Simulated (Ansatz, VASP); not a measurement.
# Cross-check of Zr2CO2 (twisted Zr2CO2 MXene bilayer, 38.21 deg) between VASP and Ansatz, part 2 of 2

Wanted: the spread between two codes on one cell, functional and k mesh. The structure shown is the start of the Ansatz relaxation below; VASP solves that cell, so the two are compared at the walk's first step.

VASP 6.6.1 and Ansatz 0.2.0.

So far: The starting structure; Ansatz: relaxation, revPBE with D4.

## 3. VASP: single point, revPBE with D4, start cell

Level of this step: revPBE with D4; plane waves and PAW (C, Zr_sv, O) (VASP).

The same cell, functional, mesh and smearing now go to VASP, with its own data sets.

Lines of VASP's logs that name or quote its potential files are left out, and so is its time.

Contents of INCAR:

```
SYSTEM = Zr2CO2
PREC = Accurate
ENCUT = 520
EDIFF = 1E-06
NELM = 120
ISMEAR = -1
SIGMA = 0.025
LREAL = Auto
ALGO = Normal
GGA = RE
IVDW = 13
NBANDS = 336
LASPH = .TRUE.
LORBIT = 11
LWAVE = .FALSE.
LCHARG = .FALSE.
ISIF = 2
GGA_COMPAT = .FALSE.
EFERMI = MIDGAP
KPAR = 4
```

Contents of POSCAR:

```
Zr2CO2
1.0
    8.7574000000      0.0000000000      0.0000000000
   -4.3787000000      7.5841300000      0.0000000000
    0.0000000000      0.0000000000     26.0800000000
C Zr O
14 28 28
Direct
    0.0018876879      0.0013317282      0.3569708589
    0.1417921821      0.4285132243      0.3561196319
    0.2895094628      0.8605865142      0.3560812883
    0.4288443889      0.2873368468      0.3565682515
    0.5719292409      0.7150325746      0.3564110429
    0.7130272863      0.1423630660      0.3568404908
    0.8559468812      0.5709158466      0.3570590491
    0.7407829545      0.7412320200      0.6433895706
    0.5982126253      0.0292980210      0.6434317485
    0.3112638720      0.5984338349      0.6431710123
    0.4541379652      0.3129165771      0.6434700920
    0.1670671369      0.8821051327      0.6434394172
    0.8824549680      0.4544753320      0.6429102761
    0.0264061671      0.1719116102      0.6429792945
    0.1896739349      0.2387353592      0.4090490798
    0.2376966529      0.0465445608      0.3042484663
    0.3345081547      0.6678287424      0.4087384969
    0.3818829275      0.4752555666      0.3035506135
    0.4764570995      0.0956734655      0.4083512270
    0.5230993130      0.9072761147      0.3045705521
    0.6192886225      0.5235933456      0.4088995399
    0.6671303456      0.3336440699      0.3037500000
    0.7617559746      0.9536624504      0.4098006135
    0.8096583253      0.7637659165      0.3034509202
    0.9081481115      0.3836563983      0.4089992331
    0.9521868875      0.1901206862      0.3037615031
    0.0477816020      0.8060252132      0.4092714724
    0.0948647919      0.6183042748      0.3034087423
    0.5024915096      0.5507157710      0.6949194785
    0.5501847432      0.7879479914      0.5907208589
    0.3587651992      0.8392788626      0.6966180982
    0.4068548318      0.0742207742      0.5916180982
    0.0717861532      0.4078516587      0.6959509202
    0.1221386078      0.6460859716      0.5907898773
    0.2176937733      0.1260263208      0.6959087423
    0.2626677831      0.3591446877      0.5910391104
    0.9296199058      0.6930260953      0.6963918712
    0.9766844061      0.9307593620      0.5911503067
    0.6475924179      0.2655413343      0.6963496933
    0.6943863386      0.5055424947      0.5900805215
    0.7876925090      0.9780159359      0.6953911043
    0.8347646672      0.2168607342      0.5914302147
    0.2370619612      0.0487465273      0.4441180982
    0.1888840096      0.2380233461      0.2674808282
    0.3804204866      0.4754137917      0.4446203988
    0.3337833027      0.6661278222      0.2682592025
    0.5238737108      0.9040061286      0.4450383436
    0.4762366412      0.0968997103      0.2673082822
    0.6665762112      0.3327870171      0.4451917178
    0.6191608086      0.5247536632      0.2679716258
    0.8092538618      0.7602849635      0.4445590491
    0.7624022461      0.9530822916      0.2692292945
    0.9516625641      0.1903052822      0.4447584356
    0.9032526425      0.3817445112      0.2685007669
    0.0943922976      0.6196887448      0.4448389571
    0.0504741425      0.8116158346      0.2680214724
    0.5473725378      0.7889237131      0.7317791411
    0.5032221005      0.5513091152      0.5549501534
    0.4048973712      0.0742339596      0.7319018405
    0.3584808586      0.8375911278      0.5552185583
    0.1209760503      0.6436466674      0.7316411043
    0.0736654478      0.4078648441      0.5544516871
    0.2644731720      0.3600149259      0.7324884969
    0.2158610916      0.1214246064      0.5551802147
    0.9798567854      0.9322625008      0.7312998466
    0.9275596410      0.6917602942      0.5552684049
    0.6897339802      0.5042766936      0.7321894172
    0.6455355005      0.2662006057      0.5554907975
    0.8363815806      0.2175595619      0.7322200920
    0.7863090879      0.9792685516      0.5545398773
```

Contents of KPOINTS:

```
Automatic mesh
0
Gamma
3 3 1
0 0 0
```

The projector-augmented-wave data sets are C, Zr_sv and O (PBE family, release 64).

On the command line:

```sh
$ mpirun -np 8 vasp_std
```

Numbers of over 12 decimals in the logs are rounded to 6 here.

Output:

```text
[banner, memory and clock lines left out]
running    8 mpi-ranks, on    1 nodes
[...]
|                                                                             |
|           W    W    AA    RRRRR   N    N  II  N    N   GGGG   !!!           |
|           W    W   A  A   R    R  NN   N  II  NN   N  G    G  !!!           |
|           W    W  A    A  R    R  N N  N  II  N N  N  G       !!!           |
|           W WW W  AAAAAA  RRRRR   N  N N  II  N  N N  G  GGG   !            |
|           WW  WW  A    A  R   R   N   NN  II  N   NN  G    G                |
|           W    W  A    A  R    R  N    N  II  N    N   GGGG   !!!           |
|                                                                             |
|     For optimal performance we recommend to set                             |
|       NCORE = 2 up to number-of-cores-per-socket                            |
|     NCORE specifies how many cores store one orbital (NPAR=cpu/NCORE).      |
|     This setting can greatly improve the performance of VASP for DFT.       |
[...]
|                                                                             |
|     You enforced a specific xc type in the INCAR file but a different       |
|     [... a line on the potential file left out ...]
|     I HOPE YOU KNOW WHAT YOU ARE DOING!                                     |
|                                                                             |

 LDA part: xc-table for (Slater+PW92), standard interpolation
 POSCAR, INCAR and KPOINTS ok, starting setup
[...]
entering main loop
       N       E                     dE             d eps       ncg     rms          rms(c)
DAV:   1     0.649956172074E+04    0.64996E+04   -0.28848E+05  3520   0.155E+03
DAV:   2    -0.169653365743E+02   -0.65165E+04   -0.63290E+04  4080   0.462E+02
DAV:   3    -0.695661752828E+03   -0.67870E+03   -0.67071E+03  4288   0.137E+02
DAV:   4    -0.764250073244E+03   -0.68588E+02   -0.68503E+02  5928   0.372E+01
[...]
DAV:  25    -0.638308171750E+03   -0.39799E-05   -0.28420E-07  2352   0.620E-04    0.238E-04
DAV:  26    -0.638308173194E+03   -0.14444E-05   -0.14094E-07  2248   0.432E-04    0.151E-04
DAV:  27    -0.638308173975E+03   -0.78024E-06   -0.70785E-08  2288   0.307E-04
   1 F= -.66030109E+03 E0= -.66030109E+03  d E =-.478145E-09
```

From OUTCAR (step 3):

```text
 POSITION                                       TOTAL-FORCE (eV/Angst)
 -----------------------------------------------------------------------------------
      0.01070      0.01010      9.30980        -0.183225     -0.117313     -0.288581
     -0.63460      3.24990      9.28760         0.000715      0.122265      0.126305
     -1.23290      6.52680      9.28660        -0.198760     -0.340761      0.135008
      2.49740      2.17920      9.29930         0.074416     -0.114839     -0.131367
      1.87770      5.42290      9.29520        -0.068373     -0.037897      0.047254
      5.62090      1.07970      9.30640         0.053079      0.098610     -0.139029
      4.99600      4.32990      9.31210         0.232631      0.106421     -0.255026
      3.24170      5.62160     16.77960        -0.109641      0.098067      0.003232
      5.11050      0.22220     16.78070         0.061455     -0.173187      0.143315
      0.10550      4.53860     16.77390        -0.001124      0.005326     -0.068347
      2.60690      2.37320     16.78170        -0.006110      0.010588      0.055895
     -2.39940      6.69000     16.78090        -0.006370      0.138734      0.004776
      5.73800      3.44680     16.76710        -0.008698      0.076178      0.389113
     -0.52150      1.30380     16.76890        -0.007399     -0.268770      0.141090
[...]
-----------------------------------------------------------------------------------
    total drift:                                0.019530     -0.010370     -0.000366

  FREE ENERGIE OF THE ION-ELECTRON SYSTEM (eV)
  ---------------------------------------------------
  free  energy   TOTEN  =      -660.3010902006 eV

  energy  without entropy=     -660.3010902002  energy(sigma->0) =     -660.30109020
```

## 4. Side by side

Known differences besides the potentials themselves: the cutoff is 420 eV in Ansatz and 520 eV in VASP (PREC = Accurate, projectors in real space); Ansatz makes its cores anew for this functional, VASP keeps those of its PBE data sets. Total energies have different zeros and are not compared.

Forces on 10 of the 70 atoms, those with the largest forces and the largest differences (eV/Å; atoms numbered as in POSCAR):

```csv
atom,"Ansatz x, y, z","VASP x, y, z"
Zr19,"-0.054, 0.254, 1.008","-0.055, 0.253, 1.003"
Zr27,"-0.514, 0.586, 0.595","-0.518, 0.592, 0.588"
Zr29,"-0.305, -0.062, 0.976","-0.310, -0.063, 0.971"
Zr32,"-0.118, 0.166, -0.892","-0.120, 0.167, -0.888"
Zr38,"0.261, 0.231, -0.891","0.260, 0.233, -0.888"
Zr41,"-0.130, 0.044, 0.926","-0.130, 0.044, 0.922"
Zr42,"-0.019, 0.150, -1.060","-0.017, 0.149, -1.056"
O50,"0.094, 0.009, 0.209","0.096, 0.007, 0.186"
O55,"0.256, 0.026, -0.100","0.259, 0.025, -0.075"
O69,"-0.061, -0.070, -0.308","-0.058, -0.073, -0.285"
```

The forces differ by 8.5 meV/Å r.m.s., which is 2.7 % of the r.m.s. force of 0.319 eV/Å (both taken over all components). With vacuum in the cell, a pressure given here is an average over mostly empty space and none of the material.

## 5. Outcome

- r.m.s. force difference (single point, revPBE with D4, start cell): 2.7 % of the r.m.s. force

**Reading.** The r.m.s. force difference is 2.7 % of the r.m.s. force (single point, revPBE with D4, start cell), within the 3 % picked in this series as the mark of a large difference. VASP runs on this material, other cells of it included, that failed, so that no pair exists: single point, revPBE (timeout). How closely two codes agree says nothing of how well the functional describes the real material.

[Lines on the potential files, build, host, timing and source positions are cut from VASP's logs without a mark.]

[Logs are printed without paths, hosts, clocks, repeated set-up lines and the standing remarks that a program may print on its own settings, such as how far it seeks lower states.]

[Hosts, paths, dates, database ids (printed as entryN), source tags and the programs' standing remarks are cut or masked in the printed files.]
